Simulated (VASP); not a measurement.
Computed with optB86b-vdW, VASP's PBE PAW potentials (set 64) (plane waves; VASP).

Input for VASP

### POSCAR
```
SnO
3.8404250
  0.9999999683   0.0000000000   0.0000000000
  0.0000000000   0.9999999683   0.0000000000
  0.0000000000   0.0000000000   1.2469698778
Sn O
2 2
Cartesian
  0.4999999842   0.9999999683   0.9449197144
  0.9999999683   0.4999999842   0.3020501634
  0.4999999842   0.4999999842   0.0000000000
  0.0000000000   0.0000000000   0.0000000000
```

**KPOINTS**
```
Automatic mesh
0
Gamma
7 7 5
0 0 0
```

INCAR:
```
SYSTEM=SnO
PREC=Accurate; ENCUT=520; LREAL=.FALSE.
LASPH=.TRUE.
EDIFF=1E-7; NELM=100; ALGO=Normal
LMAXMIX=4
ISMEAR=-5
GGA=MK; LUSE_VDW=.TRUE.; AGGAC=0.0
PARAM1=0.1234; PARAM2=1.0
ISIF=2
LWAVE=.FALSE.; LCHARG=.TRUE.; LORBIT=11
NEDOS=601
LEFG=.TRUE.
```

POTCAR, in this order: Sn_d O (PBE.64 set). Program: vasp_std.

What VASP printed:

File OSZICAR:
```
       N       E                     dE             d eps       ncg     rms          rms(c)
DAV:   1     0.415825187741E+03    0.41583E+03   -0.20677E+04  1448   0.255E+03
DAV:   2     0.405716780819E+02   -0.37525E+03   -0.36994E+03  1552   0.579E+02
DAV:   3    -0.149936507757E+02   -0.55565E+02   -0.55135E+02  1728   0.194E+02
DAV:   4    -0.171164295771E+02   -0.21228E+01   -0.21208E+01  1616   0.426E+01
DAV:   5    -0.171776390792E+02   -0.61210E-01   -0.61201E-01  1880   0.736E+00    0.116E+01
DAV:   6    -0.135318586499E+02    0.36458E+01   -0.25450E+01  2456   0.531E+01    0.478E+00
DAV:   7    -0.135106766821E+02    0.21182E-01   -0.23913E+00  1704   0.100E+01    0.253E+00
DAV:   8    -0.135120915589E+02   -0.14149E-02   -0.59642E-01  2096   0.553E+00    0.104E+00
DAV:   9    -0.134899837872E+02    0.22108E-01   -0.17483E-01  2248   0.390E+00    0.263E-01
DAV:  10    -0.134923568792E+02   -0.23731E-02   -0.21160E-02  2056   0.127E+00    0.224E-01
DAV:  11    -0.134912060734E+02    0.11508E-02   -0.69026E-03  2264   0.768E-01    0.255E-02
DAV:  12    -0.134912864180E+02   -0.80345E-04   -0.72119E-04  1520   0.168E-01    0.393E-02
DAV:  13    -0.134912819117E+02    0.45063E-05   -0.57720E-05  2240   0.870E-02    0.698E-03
DAV:  14    -0.134912814585E+02    0.45325E-06   -0.52489E-06  1616   0.167E-02    0.421E-03
DAV:  15    -0.134912816270E+02   -0.16852E-06   -0.75843E-07  1992   0.839E-03    0.158E-03
DAV:  16    -0.134912817405E+02   -0.11351E-06   -0.87715E-08  1016   0.275E-03    0.117E-03
DAV:  17    -0.134912817349E+02    0.55670E-08   -0.15753E-07  1120   0.302E-03
   1 F= -.13491282E+02 E0= -.13491282E+02  d E =0.000000E+00
```

OUTCAR:
```
------------------------ aborting loop because EDIFF is reached ----------------------------------------
  FORCE on cell =-STRESS in cart. coord.  units (eV):
  Direction    XX          YY          ZZ          XY          YZ          ZX
  --------------------------------------------------------------------------------------
  Total       -0.0354463     -0.0354463     -0.0060818      0.0000000      0.0000000      0.0000000
  in kB       -0.8040580     -0.8040580     -0.1379584      0.0000000      0.0000000      0.0000000
  external PRESSURE =      -0.5820248 kB  Pullay stress =       0.0000000 kB
  volume of cell :       70.63
      direct lattice vectors                 reciprocal lattice vectors
     3.840424878  0.000000000  0.000000000     0.260387856  0.000000000  0.000000000
     0.000000000  3.840424878  0.000000000     0.000000000  0.260387856  0.000000000
     0.000000000  0.000000000  4.788894293     0.000000000  0.000000000  0.208816470
 POSITION                                       TOTAL-FORCE (eV/Angst)
 -----------------------------------------------------------------------------------
      1.92021      0.00000      3.62889        -0.000000      0.000000      0.015583
      0.00000      1.92021      1.16000         0.000000      0.000000     -0.015583
      1.92021      1.92021      0.00000        -0.000000      0.000000      0.000000
      0.00000      0.00000      0.00000        -0.000000     -0.000000      0.000000
 -----------------------------------------------------------------------------------
    total drift:                                0.000000      0.000000      0.000000
  FREE ENERGIE OF THE ION-ELECTRON SYSTEM (eV)
  ---------------------------------------------------
  free  energy   TOTEN  =       -13.4912817349 eV

  energy  without entropy=      -13.4912817349  energy(sigma->0) =      -13.49128173

 total charge

# of ion       s       p       d       tot
------------------------------------------
    1        1.255   0.780  10.070  12.104
    2        1.255   0.780  10.070  12.104
    3        1.571   3.423   0.000   4.994
    4        1.571   3.423   0.000   4.994
--------------------------------------------------
tot          5.652   8.406  20.139  34.197

 Electric field gradients after diagonalization (V/A^2)
 (convention: |V_zz| > |V_xx| > |V_yy|)
----------------------------------------------------------------------
 ion       V_xx      V_yy      V_zz     asymmetry (V_yy - V_xx)/ V_zz
----------------------------------------------------------------------
   1      81.232    81.232  -162.463       0.000
   2      81.232    81.232  -162.463       0.000
   3      -0.577    -0.577     1.155       0.000
   4      -0.577    -0.577     1.155       0.000
```
(Selected blocks of OUTCAR.)

The compound is SnO in the litharge structure. It was relaxed first.
